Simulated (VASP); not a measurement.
Data:

```yaml
crystal:
  lattice:
    - [5.03801, 0.00000, -0.00018]
    - [0.00000, 3.12522, 0.00000]
    - [-0.00354, 0.00000, 5.41061]
  atoms:
    - { symbol: Al, position: [0.50019, 0.50000, 0.16731] }
    - { symbol: Al, position: [0.00070, 0.50000, 0.83502] }
    - { symbol: Al, position: [0.00096, 0.00000, 0.33157] }
    - { symbol: Ga, position: [0.49964, 0.00000, 0.66616] }
    - { symbol: N, position: [0.11005, 0.00000, 0.66634] }
    - { symbol: N, position: [0.12267, 0.50000, 0.16721] }
    - { symbol: N, position: [0.62584, 0.50000, 0.84132] }
    - { symbol: N, position: [0.62354, 0.00000, 0.32527] }
```

Calculation: r2SCAN meta-GGA, VASP's PBE PAW potentials (set 64) (plane waves; VASP). Run with 520 eV cut-off, 5×8×5 Γ-centred mesh, tetrahedra with Blöchl corrections, potentials Al Ga_d N.

The cores are frozen, which limits the accuracy of field gradients.

Task: Give the principal components of the electric field gradient (V/Å²) and the asymmetry η at each nucleus.

Result: 
```tsv
atom	Vxx	Vyy	Vzz	η
Al1	-2.8	-1.6	4.4	0.26
Al2	-2.6	-0.9	3.4	0.50
Al3	-2.7	-1.1	3.8	0.41
Ga4	-8.0	-4.9	12.9	0.24
N5	-9.7	-9.6	19.3	0.01
N6	0.5	0.5	-1.0	0.02
N7	17.0	3.9	-20.9	0.63
N8	-10.5	-10.3	20.8	0.01
```

The structure comes from a computed database's Al3GaN4 entry (Pm); how it stands against other phases isn't given here. It was relaxed first.
